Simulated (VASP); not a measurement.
All values below come from vdW-DF2, VASP's PBE PAW potentials (set 64) (plane waves; VASP).

Input for VASP

### INCAR
```
AGGAC = 0.0
ALGO = Normal
EDIFF = 1E-6
EDIFFG = -0.01
ENCUT = 520
GGA = ML
IBRION = 2
ISIF = 3
ISMEAR = 0
LASPH = .TRUE.
LCHARG = .FALSE.
LREAL = .FALSE.
LUSE_VDW = .TRUE.
LWAVE = .FALSE.
NELM = 100
NSW = 60
PREC = Accurate
SIGMA = 0.05
SYSTEM = KF
ZAB_VDW = -1.8867
```

### POSCAR
```
KF
1
    0.0000000000     2.6996631199     2.6996631199
    2.6996631199     0.0000000000     2.6996631199
    2.6996631199     2.6996631199     0.0000000000
K F
1 1
Direct
  0.0000000000   0.0000000000   0.0000000000
  0.5000000000   0.5000000000   0.5000000000
```

File KPOINTS:
```
Automatic
0
G
 8 8 8
0 0 0
```

POTCAR, in this order: K_sv F (PBE.64 set). Program: vasp_std.

What VASP printed:

**OSZICAR**
```
       N       E                     dE             d eps       ncg     rms          rms(c)
DAV:   1     0.120328120988E+03    0.12033E+03   -0.85099E+03   696   0.129E+03
DAV:   2    -0.165767139944E+01   -0.12199E+03   -0.11192E+03   880   0.335E+02
DAV:   3    -0.642754353126E+01   -0.47699E+01   -0.47527E+01   888   0.628E+01
DAV:   4    -0.657487628757E+01   -0.14733E+00   -0.14718E+00  1072   0.933E+00
DAV:   5    -0.657650089083E+01   -0.16246E-02   -0.16246E-02   880   0.108E+00    0.715E+00
DAV:   6    -0.506426400465E+01    0.15122E+01   -0.55174E+00   796   0.201E+01    0.428E+00
DAV:   7    -0.500537444105E+01    0.58890E-01   -0.16707E-01   860   0.356E+00    0.262E+00
DAV:   8    -0.495507440378E+01    0.50300E-01   -0.78317E-02   732   0.304E+00    0.207E-01
DAV:   9    -0.495531947496E+01   -0.24507E-03   -0.63086E-03  1072   0.555E-01    0.102E-01
DAV:  10    -0.495523993059E+01    0.79544E-04   -0.32254E-04   776   0.182E-01    0.320E-02
DAV:  11    -0.495520603086E+01    0.33900E-04   -0.98456E-05   728   0.103E-01    0.196E-02
DAV:  12    -0.495520189583E+01    0.41350E-05   -0.11986E-05   872   0.314E-02    0.423E-03
DAV:  13    -0.495520176601E+01    0.12983E-06   -0.11044E-06   660   0.109E-02
   1 F= -.49552018E+01 E0= -.49552018E+01  d E =-.495520E+01
```

**OUTCAR**
```
------------------------ aborting loop because EDIFF is reached ----------------------------------------
  FORCE on cell =-STRESS in cart. coord.  units (eV):
  Direction    XX          YY          ZZ          XY          YZ          ZX
  --------------------------------------------------------------------------------------
  Total        0.0132615      0.0132615      0.0132615      0.0000000      0.0000000      0.0000000
  in kB        0.5399390      0.5399390      0.5399390      0.0000000      0.0000000      0.0000000
  external PRESSURE =       0.5399390 kB  Pullay stress =       0.0000000 kB
  volume of cell :       39.35
      direct lattice vectors                 reciprocal lattice vectors
     0.000000000  2.699663120  2.699663120    -0.185208294  0.185208294  0.185208294
     2.699663120  0.000000000  2.699663120     0.185208294 -0.185208294  0.185208294
     2.699663120  2.699663120  0.000000000     0.185208294  0.185208294 -0.185208294
  FREE ENERGIE OF THE ION-ELECTRON SYSTEM (eV)
  ---------------------------------------------------
  free  energy   TOTEN  =        -4.9552017660 eV

  energy  without entropy=       -4.9552017660  energy(sigma->0) =       -4.95520177

 reached required accuracy - stopping structural energy minimisation
```
(Selected blocks of OUTCAR.)

The compound is KF in the rock salt structure. It was relaxed first. The start is the result of an earlier pass.
